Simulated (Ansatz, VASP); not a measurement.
# PtS2: VASP beside Ansatz, part 2 of 2

Aim: how closely do two programs agree when they are given the same cell, functional and k mesh? The cell is taken from a series of runs on this material, whose earlier steps may have relaxed, scaled, displaced or heated it; both programs get it as it stands.

VASP 6.6.1 and Ansatz 0.2.0.

So far: Set-up; VASP: dielectric response, LDA.

## (3) Ansatz: dielectric response, LDA

Level of this step: Ansatz beside VASP: Kohn-Sham DFT, plane waves, LDA (Ansatz).

Ansatz runs on its default PAW (the set named soft_2) files.

The same cell, functional (in two slightly different forms) and mesh now go to Ansatz, which takes its cutoff from its data sets.

Input file input.yaml:

```yaml
crystal:
  lattice:
    - [3.5487421893, 0.0, 0.0]
    - [-1.7743710947, 3.0733008875, 0.0]
    - [0.0, 0.0, 5.59706654]
  atoms:
    - { symbol: Pt, position: [0.0, 0.0, 0.0] }
    - { symbol: S, position: [0.6666666667, 0.3333333333, 0.77966406] }
    - { symbol: S, position: [0.3333333333, 0.6666666667, 0.22033594] }
kpoints:
  mp_grid: { grid: [6, 6, 4] }
hamiltonian:
  xc: lda
scf:
  occupations: { method: fixed }
dielectric: {}
```

Started as:

```console
ansatz run input.yaml --threads 4 --pin off --max-ram 5529MiB --backend cpu --events-out ev --progress --plain --runs-dir out
```

Numbers of over 12 decimals in the logs are rounded to 6 here.

What it wrote:

```text
Engine: ansatz 0.2.0, aarch64-unknown-linux-gnu
Pseudopotentials: kind: paw
Pseudopotential: Pt, paw, valence charge 18, recommended cutoff 420 eV (normal), Pt.paw.azcp
Pseudopotential: S, paw, valence charge 6, recommended cutoff 420 eV (normal), S.paw.azcp
Functional definition: SPW92
  exchange = slater_x
  correlation = pw_c
Crystal: 3 atoms, lattice volume = 61.044 Å³
Basis set: ecut = 420 eV, 1177 PW (Γ), exchange–correlation on 48×48×80 points (8 copies of the dense FFT grid, shifted against one another)
Bands: 19, of which v1, the nominal top of the filled ones, is band 15 counted from 1 (14 counted from 0)
Symmetry: 12 space group operations
k-points: 47 of 144 (irreducible under 2 space group operations, time reversal used)
Non-local potential: Pt, projectors of the file, l = 0: 3, l = 1: 2, l = 2: 2, l = 3: 1
Non-local potential: S, projectors of the file, l = 0: 2, l = 1: 2, l = 2: 2
PAW form: soft (Blöchl's): semilocal exchange-correlation on the pseudo side does not see the compensation charge
PAW frozen core: Pt, regenerated for the run's functional, and the local potential with it (the file was generated under x = pbe(κ = 0.804, μ = 0.219515), c = pbe(β = 0.066725))
PAW frozen core: S, regenerated for the run's functional, and the local potential with it (the file was generated under x = pbe(κ = 0.804, μ = 0.219515), c = pbe(β = 0.066725))
PAW one-centre angular grid: Pt, 590 points (default); XC on 64 Gauss nodes
PAW one-centre angular grid: S, 110 points (default); XC on 64 Gauss nodes
Initial density: superposition of atomic densities (neutral atoms: chi_scale 0, normalization atom), corrected by the library's trained network
Initial wavefunctions: pseudopotential atomic-orbital guess
Functional: x = slater, c = lda
SCF iter   1: F=—  HF=-13985.262249 eV  |F-HF|=—  |Δ(HF+E_count)|=         —  Δρ=6.10e-3  dr2=2.85e-2  ethr=1.77e-3  ⟨swp⟩=4.5  Hψ=3898  notcnv=0  defer=93
preconditioner: auto → Resta (q_TF=auto, 2.424 Å⁻¹)  ε∞=6.6  [insulator: Δε(μ)=1.178 eV  Ē_g=9.435 eV  n_scr=22 (ndim 8)  ℏωp=22.3 eV  f_vac=0.066  ε∞_Penn≈6.6]
SCF iter   2: F=—  HF=-13985.257994 eV  |F-HF|=—  |Δ(HF+E_count)|=   4.26e-3  Δρ=3.02e-3  dr2=3.29e-3  ethr=9.51e-5  ⟨swp⟩=2.0  Hψ=1363  notcnv=0  defer=94
SCF iter   3: F=—  HF=-13985.257343 eV  |F-HF|=—  |Δ(HF+E_count)|=   6.51e-4  Δρ=1.38e-3  dr2=8.64e-4  ethr=1.10e-5  ⟨swp⟩=3.0  Hψ=1558  notcnv=0  defer=94
SCF iter   4: F=—  HF=-13985.257217 eV  |F-HF|=—  |Δ(HF+E_count)|=   1.25e-4  Δρ=2.06e-4  dr2=2.99e-5  ethr=2.88e-6  ⟨swp⟩=2.3  Hψ=1160  notcnv=0  defer=94
SCF iter   5: F=—  HF=-13985.257221 eV  |F-HF|=—  |Δ(HF+E_count)|=   3.86e-6  Δρ=4.02e-5  dr2=1.20e-6  ethr=9.97e-8  ⟨swp⟩=2.4  Hψ=1306  notcnv=0  defer=6
SCF iter   6: F=—  HF=-13985.257221 eV  |F-HF|=—  |Δ(HF+E_count)|=   2.92e-7  Δρ=1.18e-5  dr2=1.73e-7  ethr=3.99e-9  ⟨swp⟩=2.0  Hψ=1333  notcnv=0
SCF iter   7: F=—  HF=-13985.257221 eV  |F-HF|=—  |Δ(HF+E_count)|=   6.08e-8  Δρ=2.67e-6  dr2=6.72e-9  ethr=5.76e-10  ⟨swp⟩=2.0  Hψ=1222  notcnv=0
SCF iter   8: F=—  HF=-13985.257221 eV  |F-HF|=—  |Δ(HF+E_count)|=   3.61e-9  Δρ=5.94e-7  dr2=2.72e-10  ethr=2.24e-11  ⟨swp⟩=2.0  Hψ=1261  notcnv=0
SCF iter   9: F=-13985.257221 eV  HF=-13985.257221 eV  |F-HF|=9.09e-12  |Δ(HF+E_count)|=  5.82e-11  Δρ=1.27e-7  dr2=1.29e-11  ethr=1.00e-12  ⟨swp⟩=4.5  Hψ=2869  notcnv=0
SCF 1 converged in 9 iterations: F = -13985.257221 eV  dr2 = 1.29e-11
  greatest PAW one-centre occupation: 1.000 electrons in one spin orbital (limit 2), on the Pt atom at site 0 (counted from 0), in its partial waves of l = 0
NSCF: frozen V_eff on 13 k-points
DFPT response loops at Γ: preconditioner auto → Resta (q_TF=auto, 2.424 Å⁻¹)  ε∞=7.1 (no band partly filled); β = 1.00, the filter's whole step (`scf.mixing.beta` (0.50) is not read by the response loops at its default; to damp them type it under 1.00, their step now; it binds the ground state too); Broyden in place of MSR1
── the response to a field inside a basis, on 10×10×6 k-points: an SCF that follows is theirs, and a resumed run solves both again ──
Bands: 16, of which v1, the nominal top of the filled ones, is band 15 counted from 1 (14 counted from 0)
k-points: 165 of 600 (irreducible under 4 space group operations)
Initial density: handed on by an earlier stage of this run
Initial wavefunctions: pseudopotential atomic-orbital guess (no wavefunctions were taken with the density)
Eigensolver: Dense (165 Hₖ)
SCF iter   1: F=—  HF=-13985.254500 eV  |F-HF|=—  |Δ(HF+E_count)|=         —  Δρ=2.60e-4  dr2=9.39e-6  ethr=1.00e-1
preconditioner: auto → Resta (q_TF=auto, 2.424 Å⁻¹)  ε∞=11.4  [insulator: Δε(μ)=0.987 eV  Ē_g=6.905 eV  n_scr=22 (ndim 8)  ℏωp=22.3 eV  f_vac=0.055  ε∞_Penn≈11.4]
SCF iter   2: F=—  HF=-13985.254499 eV  |F-HF|=—  |Δ(HF+E_count)|=   1.29e-6  Δρ=1.34e-4  dr2=2.53e-6  ethr=3.13e-8
SCF iter   3: F=—  HF=-13985.254499 eV  |F-HF|=—  |Δ(HF+E_count)|=   3.28e-7  Δρ=1.72e-5  dr2=2.64e-7  ethr=8.42e-9
SCF iter   4: F=-13985.254499 eV  HF=-13985.254499 eV  |F-HF|=3.53e-9  |Δ(HF+E_count)|=   4.40e-8  Δρ=5.95e-6  dr2=2.03e-8  ethr=8.81e-10
SCF 1 converged in 4 iterations: F = -13985.254499 eV  dr2 = 2.03e-8
DFPT response loops at Γ: preconditioner auto → Resta (q_TF=auto, 2.424 Å⁻¹)  ε∞=7.8 (no band partly filled); β = 1.00, the filter's whole step (`scf.mixing.beta` (0.50) is not read by the response loops at its default; to damp them type it under 1.00, their step now; it binds the ground state too); Broyden in place of MSR1
SCF converged after 9 iterations
Free energy (F): -13985.257221 eV
Harris-Foulkes:  -13985.257221 eV  (|F-HF|=9.09e-12)
Internal energy: -13985.257221 eV  (E = F + TS)
E sigma→0 (E₀):  -13985.257221 eV
Fermi energy:    8.655247 eV
--- Per-component energies (eV) ---
  E_band       = -373.096812
  E_kinetic    = 850.352402
  E_local      = -3514.309172  (includes V_loc(G=0)·N_el)
  E_nonlocal   = 264.368491
  E_hartree    = 1404.564180
  E_xc         = -452.244755
  E_vxc        = -477.385472  (∫ρ·V_xc dr)
  E_paw        = -10314.540950  (= ΣΔE_a)
  E_vpaw       = -305.251472  (= ΣTr[D̂ρ^β])
  E_aug_tail   = 0.000166  (compensation charges beyond the density's cutoff)
  E_ewald      = -2224.217848
  E_core_change = 0.770265  (= ΣΔE_core)
  E_smearing   = -0.000000  (= −TS)
  E_closure    = -0.000000  (closes the sum)
  Σ components = -13985.257221   (vs F -13985.257221, Δ=0.00e0)
--- Band table (eV; the first three rows and the last of 47) ---
  k-point 0: bands = [... 11 lower, 7.0643, 7.9618, 7.9618, 8.4463, 11.2826, 11.2826, 13.8196, 13.8995]
  k-point 1: bands = [... 11 lower, 6.9165, 7.9169, 7.9169, 8.0210, 11.3910, 11.3910, 13.9529, 14.6660]
  k-point 2: bands = [... 11 lower, 6.6179, 7.7323, 7.8735, 7.8735, 11.5019, 11.5019, 14.1958, 15.5173]
  k-point 46: bands = [... 11 lower, 6.0353, 6.1056, 6.9866, 7.5501, 10.3591, 10.9133, 14.3027, 16.0362]
--- Dielectric response (ions clamped): 3 representative field directions + reference, inside a basis on a mesh of 600 k-points (Σ response iterations 18) ---
  ε∞ (high-frequency dielectric tensor):
       16.252646    -0.000000     0.000000
       -0.000000    16.252646    -0.000000
        0.000000    -0.000000     7.455046
  Born effective charges Z* (e; rows j = field, columns β = displacement):
    site 0:
         2.65597   -0.00000    0.00000
        -0.00000    2.65597   -0.00000
         0.00000   -0.00000   -0.12851
    site 1:
        -1.32799    0.00000    0.00000
         0.00000   -1.32799    0.00000
        -0.00000    0.00000    0.06425
    site 2:
        -1.32799    0.00000   -0.00000
         0.00000   -1.32799    0.00000
        -0.00000    0.00000    0.06425
  Z* charge neutrality: 1.475e-3 e pre-enforcement
  solved inside a basis spanned on kpoints, on 10×10×6 k-points, its susceptibility summed on 14×14×8: ε∞ is read to err by 8.1e-2, Z* by 2.5e-2 e (field_mesh: kpoints solves on kpoints); Z* is corrected for what the basis lacks
```

In the SCF lines HF is the Harris–Foulkes energy and dr2 the Hartree energy of the density residual, in eV; the loop may stop once dr2 is under the threshold and the program's other checks hold. Hψ counts applications of the Hamiltonian.

## (4) Side by side

Known differences besides the potentials themselves: fixed occupations in Ansatz, narrow Gaussian smearing in VASP; VASP's response is taken on the typed mesh, Ansatz refines its own for the field response alone; the data sets hold 30 valence electrons in Ansatz (on its default PAW (the set named soft_2) files) and 22 in VASP; the cutoff is 420 eV in Ansatz and 400 eV in VASP; VASP's log shows a relativistic correction to its local exchange, Ansatz's none. Total energies have different zeros and are not compared.

Compared:

```csv
quantity,Ansatz,VASP,difference
ε∞ xx,16.25,16.51,-1.53 %
ε∞ yy,16.25,16.51,-1.53 %
ε∞ zz,7.46,6.97,+6.89 %
```

## (5) What came out

- difference in ε∞ zz (dielectric response, LDA): 6.9 %

In words: The difference in ε∞ zz is 6.9 % (dielectric response, LDA), beyond the 5 % picked in this series as the mark of a large difference. The data sets hold unlike numbers of valence electrons (30 in Ansatz and 22 in VASP), so part of the differences comes from the potentials. How closely two codes agree says nothing of how well the functional describes the real material.

[Lines on the potential files, build, host, timing and source positions are cut from VASP's logs without a mark.]

[Logs are printed without paths, hosts, clocks, repeated set-up lines and the standing remarks that a program may print on its own settings, such as how far it seeks lower states.]

[Hosts, paths, dates, database ids (printed as entryN), source tags and the programs' standing remarks are cut or masked in the printed files.]
